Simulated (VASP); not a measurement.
Given:

```
CELL_PARAMETERS angstrom
      0.00000     2.70717     2.70717
      2.70717     0.00000     2.70717
      2.70717     2.70717     0.00000
ATOMIC_POSITIONS crystal
  Li 0.00000 0.00000 0.00000
  Br 0.50000 0.50000 0.50000
```

The numbers are results of PBEsol GGA, VASP's PBE PAW potentials (set 64) (plane waves; VASP 6.6.1), not measurements. Settings: 520 eV cut-off, 8×8×8 Γ-centred mesh, Gaussian smearing of 0.050 eV, potentials Li_sv Br.

### Question
Estimate the energy per atom (σ→0), band gap (on the k-mesh) with the smallest direct gap where there is one.

### Answer

```yaml
band gap (on the k-mesh): 4.99 eV
smallest direct gap (on the k-mesh): 4.99 eV
energy per atom (σ→0): -3468 meV/atom
```

The absolute energy has meaning only against runs of the same code, potentials and settings.

The compound is LiBr in the rock salt structure. It was relaxed first. The start is the result of an earlier pass.
